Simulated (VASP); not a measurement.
Input:

```
PtC
1.0
    2.80768     0.00000     0.00000
    0.00000     2.80768     0.00000
    0.00000     0.00000     2.80768
Pt C
1 1
Direct
  0.00000   0.00000   0.00000
  0.50000   0.50000   0.50000
```

Computed with PBE GGA, VASP's PBE PAW potentials (set 64) (plane waves; VASP). Run with 520 eV cut-off, Gaussian smearing of 0.050 eV, potentials Pt C.

### Question
Give the energies of bands 2 to 10 at the high-symmetry points, in eV from the Fermi level.

### Answer

```
band      Γ      X      M      R
----  -----  -----  -----  -----
2     -6.03  -9.12  -5.46  -7.85
3     -6.03  -5.46  -4.57  -7.85
4     -1.70  -4.56  -4.57  -7.85
5     -1.70  -4.56  -3.10  -0.15
6     -1.70  -1.49  -3.10  -0.15
7     -0.06  -0.04  -0.41   3.90
8     -0.06   3.86  -0.25   3.90
9     -0.06   3.86   1.31   3.90
10     4.04   8.79   4.66   5.54
```

It has no gap at this level: it comes out as a metal or semimetal.

The structure was generated: PtC was put into the CsCl type type (Pm-3m), which need not be its known phase. It was relaxed first, which changed the volume by +6 %.
